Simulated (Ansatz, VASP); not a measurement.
# CoO: VASP beside Ansatz

Aim: how closely do two programs agree when they are given the same cell, functional and k mesh?

Program: Ansatz 0.2.0. Level of theory: plane waves, with VASP 6.6.1 beside it; zone-centre phonons at LDA, DFT+U and relaxation of cell and atoms at PBEsol with D3(BJ), DFT+U. Results are calculated unless marked as measured.

## (1) The starting structure

Symmetry: Fm-3m, No. 225, cubic system. Conventional cell: a = 4.258 Å, b = 4.258 Å, c = 4.258 Å, α = 90.00°, β = 90.00°, γ = 90.00°. Co has 6 O at 2.13 Å nearest. Nearest to O lie 6 Co at 2.13 Å. Farther neighbours and most contacts between anions are not listed.

As a file:

```cif
data_structure
_symmetry_space_group_name_H-M 'P 1'
_symmetry_Int_Tables_number 1
_cell_length_a 3.0109
_cell_length_b 3.0109
_cell_length_c 3.0109
_cell_angle_alpha 60.000
_cell_angle_beta 60.000
_cell_angle_gamma 60.000
_cell_volume 19.30
loop_
_atom_site_label
_atom_site_type_symbol
_atom_site_fract_x
_atom_site_fract_y
_atom_site_fract_z
_atom_site_occupancy
Co1 Co 0.00000 0.00000 0.00000 1
O2 O 0.50000 0.50000 0.50000 1
```

## (2) VASP: zone-centre phonons, LDA, DFT+U

Second derivatives magnify differences that forces hide, and they need a tight electronic threshold.

Lines of VASP's logs that name or quote its potential files are left out, and so is its time.

INCAR reads:

```
SYSTEM = CoO
PREC = Accurate
ENCUT = 520
EDIFF = 1E-08
NELM = 100
ISMEAR = 1
SIGMA = 0.15
LREAL = .FALSE.
ALGO = Normal
GGA = CA
NBANDS = 14
ISPIN = 2
MAGMOM = 2 0
LDAU = .TRUE.
LDAUTYPE = 2
LDAUL = 2 -1
LDAUU = 3.32 0
LDAUJ = 0 0
LDAUPRINT = 1
LASPH = .TRUE.
LMAXMIX = 4
LORBIT = 11
LWAVE = .FALSE.
LCHARG = .FALSE.
KPAR = 2
IBRION = 6
NFREE = 2
POTIM = 0.015
NSW = 1
ISIF = 2
```

POSCAR reads:

```
CoO
1.0
    0.0000000000      2.1290000000      2.1290000000
    2.1290000000      0.0000000000      2.1290000000
    2.1290000000      2.1290000000      0.0000000000
Co O
1 1
Direct
    0.0000000000      0.0000000000      0.0000000000
    0.5000000000      0.5000000000      0.5000000000
```

KPOINTS reads:

```
Automatic mesh
0
Gamma
14 14 14
0 0 0
```

The projector-augmented-wave data sets are Co and O (LDA family, release 64).

Started as:

```bash
$ mpirun -np 2 vasp_std
```

Numbers of over 12 decimals in the logs are rounded to 6 here.

What it wrote:

```text
[banner, memory and clock lines left out]
running    2 mpi-ranks, on    1 nodes
 distrk:  each k-point on    1 cores,    2 groups
 distr:  one band on    1 cores,    1 groups

 POSCAR found type information on POSCAR CoO
 POSCAR found :  2 types and       2 ions
 LDA part: xc-table for (Slater(with rela. corr.)+CA(PZ))
 , standard interpolation
 POSCAR, INCAR and KPOINTS ok, starting setup
 FFT: planning ... GRIDC
 FFT: planning ... GRID_SOFT
 FFT: planning ... GRID
 WAVECAR not read
 entering main loop
       N       E                     dE             d eps       ncg     rms          rms(c)
DAV:   1     0.784400276885E+02    0.78440E+02   -0.70254E+03  5984   0.124E+03
DAV:   2    -0.944407894102E+01   -0.87884E+02   -0.76344E+02  6418   0.254E+02
DAV:   3    -0.143797752849E+02   -0.49357E+01   -0.48528E+01  6442   0.686E+01
DAV:   4    -0.144371826618E+02   -0.57407E-01   -0.57386E-01  6736   0.712E+00
DAV:   5    -0.144386660257E+02   -0.14834E-02   -0.14833E-02  6712   0.117E+00    0.171E+01
DAV:   6    -0.131497382080E+02    0.12889E+01   -0.17458E+01  7042   0.792E+01    0.189E+01
DAV:   7    -0.128019343543E+02    0.34780E+00   -0.39646E+00  6180   0.485E+01    0.830E+00
DAV:   8    -0.128034679041E+02   -0.15335E-02   -0.30293E-01  7512   0.102E+01    0.479E+00
DAV:   9    -0.128112905857E+02   -0.78227E-02   -0.14139E-01  8410   0.758E+00    0.136E+00
DAV:  10    -0.128000453868E+02    0.11245E-01   -0.48142E-02  7378   0.559E+00    0.218E-01
DAV:  11    -0.128002442462E+02   -0.19886E-03   -0.54171E-03  7514   0.100E+00    0.883E-02
DAV:  12    -0.128002440053E+02    0.24088E-06   -0.22852E-04  7658   0.233E-01    0.471E-02
DAV:  13    -0.128002482307E+02   -0.42253E-05   -0.51410E-05  8506   0.140E-01    0.171E-02
DAV:  14    -0.128002498287E+02   -0.15980E-05   -0.10884E-05  8104   0.732E-02    0.135E-02
DAV:  15    -0.128002499511E+02   -0.12240E-06   -0.13770E-06  7074   0.200E-02    0.614E-03
DAV:  16    -0.128002498549E+02    0.96212E-07   -0.58520E-07  8052   0.156E-02    0.968E-04
DAV:  17    -0.128002498680E+02   -0.13098E-07   -0.16205E-07  7228   0.442E-03    0.565E-04
DAV:  18    -0.128002498688E+02   -0.77080E-09   -0.51148E-09  3116   0.140E-03
   1 F= -.12800250E+02 E0= -.12798761E+02  d E =-.446590E-02  mag=     3.0032
[...]
2 F= -.12799943E+02 E0= -.12798455E+02  d E =-.446463E-02  mag=     3.0032
[...]
3 F= -.12799942E+02 E0= -.12798454E+02  d E =-.446459E-02  mag=     3.0032
[...]
4 F= -.12799943E+02 E0= -.12798454E+02  d E =-.446466E-02  mag=     3.0032
 Finite differences progress:
  Degree of freedom:   2/  2
  Displacement:        1/  2
  Total:               3/  4
 bond charge predicted
       N       E                     dE             d eps       ncg     rms          rms(c)
DAV:   1    -0.127961511336E+02    0.37914E-02   -0.34705E+00 13664   0.146E+01    0.279E-01
DAV:   2    -0.128002373222E+02   -0.40862E-02   -0.46912E-02 14060   0.214E+00    0.148E-01
DAV:   3    -0.127999833243E+02    0.25400E-03   -0.71518E-04 16036   0.301E-01    0.118E-01
DAV:   4    -0.128001232543E+02   -0.13993E-03   -0.11207E-03 15776   0.244E-01    0.132E-01
DAV:   5    -0.128005866062E+02   -0.46335E-03   -0.10328E-03 16390   0.147E-01    0.240E-01
DAV:   6    -0.127999393544E+02    0.64725E-03   -0.47211E-03 17502   0.290E-01    0.212E-02
DAV:   7    -0.127999439938E+02   -0.46394E-05   -0.64270E-06 16666   0.365E-02    0.110E-02
DAV:   8    -0.127999434916E+02    0.50215E-06   -0.99602E-07 17156   0.139E-02    0.526E-03
DAV:   9    -0.127999435560E+02   -0.64334E-07   -0.52410E-07 14648   0.779E-03    0.162E-03
DAV:  10    -0.127999435673E+02   -0.11357E-07   -0.62307E-08 13494   0.219E-03    0.887E-04
DAV:  11    -0.127999435624E+02    0.48828E-08   -0.40406E-09  7180   0.667E-04
   5 F= -.12799944E+02 E0= -.12798455E+02  d E =-.446464E-02  mag=     3.0032
 Finite differences progress:
  Degree of freedom:   2/  2
  Displacement:        2/  2
  Total:               4/  4
```

Parts of OUTCAR (step 2):

```text
ion  position               nearest neighbor table
   1  0.000  0.000  0.000-   2 2.13   2 2.13   2 2.13   2 2.13   2 2.13   2 2.13
   2  0.500  0.500  0.500-   1 2.13   1 2.13   1 2.13   1 2.13   1 2.13   1 2.13

  LATTYP: Found a face centered cubic cell.
 ALAT       =     4.2580000000

 Subroutine GETGRP returns: Found 48 space group operations
 (whereof 48 operations were pure point group operations)

The static configuration has the point symmetry O_h .

 Found    104 irreducible k-points:

   k-points           NKPTS =    104   k-points in BZ     NKDIM =    104   number of bands    NBANDS=     14

   dimension x,y,z NGX =    24 NGY =   24 NGZ =   24
   dimension x,y,z NGXF=    48 NGYF=   48 NGZF=   48

   ENCUT  =  520.0 eV  38.22 Ry    6.18 a.u.   5.60  5.60  5.60*2*pi/ulx,y,z

   NELECT =      15.0000    total number of electrons

 k-points in reciprocal lattice and weights: Automatic mesh
   0.00000000  0.00000000  0.00000000       0.000
   0.07142857  0.00000000  0.00000000       0.003
   0.14285714  0.00000000  0.00000000       0.003
   0.21428571  0.00000000  0.00000000       0.003
   0.28571429  0.00000000  0.00000000       0.003
   0.35714286  0.00000000  0.00000000       0.003
   0.42857143  0.00000000  0.00000000       0.003
   0.50000000  0.00000000  0.00000000       0.001
   0.07142857  0.07142857  0.00000000       0.002
[...]
13      24.6425      0.00000
     14      24.6472      0.00000

 k-point     2 :       0.0714    0.0000    0.0000
  band No.  band energies     occupation
    ...
      5       2.9825      1.00000
      6       2.9838      1.00000
      7       4.3912      1.00000
      8       4.8233      1.00000
      9       4.8261      1.00000
     10       9.0395     -0.00000
     11      22.7055      0.00000
     12      24.5616      0.00000
     13      24.5619      0.00000
     14      25.9045      0.00000

 k-point     3 :       0.1429    0.0000    0.0000
  band No.  band energies     occupation
    ...
      5       3.0657      1.00000
      6       3.0663      1.00000
      7       4.1182      1.00000
      8       5.2943      1.00000
      9       5.2962      1.00000
     10       9.8961     -0.00000
     11      20.9794      0.00000
     12      24.1457      0.00000
     13      24.1462      0.00000
     14      26.5491      0.00000

 k-point     4 :       0.2143    0.0000    0.0000
  band No.  band energies     occupation
    ...
      5       3.2001      1.00000
      6       3.2004      1.00000
      7       4.0744      1.00000
      8       5.8151      1.00000
      9       5.8165      1.00000
     10      10.8658      0.00000
     11      19.4284      0.00000
     12      23.2966      0.00000
     13      23.2975      0.00000
     14      26.7317      0.00000

 k-point     5 :       0.2857    0.0000    0.0000
  band No.  band energies     occupation
    ...
      5       3.3551      1.00000
      6       3.3552      1.00000
      7       4.1735      1.00000
      8       6.2919      1.00000
      9       6.2929      1.00000
     10      11.7195      0.00000
     11      18.1756      0.00000
     12      22.3390      0.00000
     13      22.3401      0.00000
     14      26.8422      0.00000

 k-point     6 :       0.3571    0.0000    0.0000
  band No.  band energies     occupation
    ...
      5       3.4986      1.00000
      6       3.4987      1.00000
      7       4.3237      1.00000
      8       6.6719      1.00007
      9       6.6725      1.00007
     10      12.2937      0.00000
     11      17.3392      0.00000
     12      21.5342      0.00000
     13      21.5355      0.00000
     14      27.0054      0.00000

 spin component 2
 k-point     1 :       0.0000    0.0000    0.0000
  band No.  band energies     occupation
    ...
      3       5.1305      1.00000
      4       5.1322      1.00000
      5       5.9855      1.00000
      6       5.9909      1.00000
      7       5.9909      1.00000
      8       8.2858     -0.00000
      9       8.2890     -0.00000
     10       9.1962     -0.00000
     11      24.3665      0.00000
     12      25.9230      0.00000
    ...

  Total       -2.2097727     -2.2151398     -2.2151398      0.0000000      0.0000000      0.0000000
  in kB     -183.4430304   -183.8885755   -183.8885755      0.0000000      0.0000000      0.0000000
  external PRESSURE =    -183.7400605 kB  Pullay stress =       0.0000000 kB

  energy-cutoff  :      520.00
  volume of cell :       19.30
      direct lattice vectors                 reciprocal lattice vectors
     0.000000000  2.129000000  2.129000000    -0.234852043  0.234852043  0.234852043
     2.129000000  0.000000000  2.129000000     0.234852043 -0.234852043  0.234852043
     2.129000000  2.129000000  0.000000000     0.234852043  0.234852043 -0.234852043

 POSITION                                       TOTAL-FORCE (eV/Angst)
 -----------------------------------------------------------------------------------
      0.00000      0.00000      0.00000        -0.040483      0.000000      0.000000
      2.11400      2.12900      2.12900         0.040483      0.000000      0.000000
 -----------------------------------------------------------------------------------
    total drift:                                0.000155      0.000000      0.000000

  FREE ENERGIE OF THE ION-ELECTRON SYSTEM (eV)
  ---------------------------------------------------
  free  energy   TOTEN  =       -12.7999435624 eV

  energy  without entropy=      -12.7954789228  energy(sigma->0) =      -12.79845535

 Eigenvectors and eigenvalues of the dynamical matrix
 ----------------------------------------------------

   1 f  =    7.242859 THz    45.508224 2PiTHz  241.595766 cm-1    29.954044 meV
             X         Y         Z           dx          dy          dz
      0.000000  0.000000  0.000000     0.000000    0.462265    0.000000
      2.129000  2.129000  2.129000     0.000000   -0.886742    0.000000

   2 f  =    7.242859 THz    45.508224 2PiTHz  241.595766 cm-1    29.954044 meV
             X         Y         Z           dx          dy          dz
      0.000000  0.000000  0.000000    -0.462265    0.000000    0.000000
      2.129000  2.129000  2.129000     0.886742    0.000000    0.000000

   3 f  =    7.242859 THz    45.508224 2PiTHz  241.595766 cm-1    29.954044 meV
             X         Y         Z           dx          dy          dz
      0.000000  0.000000  0.000000     0.000000    0.000000   -0.462265
      2.129000  2.129000  2.129000     0.000000    0.000000    0.886742

   4 f/i=    0.001457 THz     0.009152 2PiTHz    0.048586 cm-1     0.006024 meV
             X         Y         Z           dx          dy          dz
      0.000000  0.000000  0.000000     0.886742    0.000000    0.000000
      2.129000  2.129000  2.129000     0.462265    0.000000    0.000000

   5 f/i=    0.001457 THz     0.009152 2PiTHz    0.048586 cm-1     0.006024 meV
             X         Y         Z           dx          dy          dz
      0.000000  0.000000  0.000000     0.000000   -0.886742    0.000000
      2.129000  2.129000  2.129000     0.000000   -0.462265    0.000000

   6 f/i=    0.001457 THz     0.009152 2PiTHz    0.048586 cm-1     0.006024 meV
             X         Y         Z           dx          dy          dz
      0.000000  0.000000  0.000000     0.000000    0.000000    0.886742
      2.129000  2.129000  2.129000     0.000000    0.000000    0.462265

 ELASTIC MODULI CONTR FROM IONIC RELAXATION (kBar)
 Direction    XX          YY          ZZ          XY          YZ          ZX
 --------------------------------------------------------------------------------
 XX           0.0000      0.0000      0.0000      0.0000      0.0000      0.0000
 YY           0.0000      0.0000      0.0000      0.0000      0.0000      0.0000
 ZZ           0.0000      0.0000      0.0000      0.0000      0.0000      0.0000
 XY           0.0000      0.0000      0.0000      0.0000      0.0000      0.0000
 YZ           0.0000      0.0000      0.0000      0.0000      0.0000      0.0000
 ZX           0.0000      0.0000      0.0000      0.0000      0.0000      0.0000
 --------------------------------------------------------------------------------

 total charge
# of ion       s       p       d       tot
------------------------------------------
    1        0.302   0.369   7.164   7.835
    2        1.539   3.417   0.000   4.956
--------------------------------------------------
tot          1.842   3.785   7.164  12.791

 magnetization (x)
# of ion       s       p       d       tot
------------------------------------------
    1        0.019   0.018   2.659   2.696
    2        0.025   0.255   0.000   0.279
--------------------------------------------------
tot          0.043   0.273   2.659   2.975

[... 5 further parts left out ...]
```

The cell holds one magnetic atom, so no antiferromagnetic order fits into it. The last energy, forces, stress and levels in OUTCAR belong to the last displaced cell, not to the cell of POSCAR.

(Continued in part 2 of 2.)

[Lines on the potential files, build, host, timing and source positions are cut from VASP's logs without a mark.]

[Logs are printed without paths, hosts, clocks, repeated set-up lines and the standing remarks that a program may print on its own settings, such as how far it seeks lower states.]

[Hosts, paths, dates, database ids (printed as entryN), source tags and the programs' standing remarks are cut or masked in the printed files.]
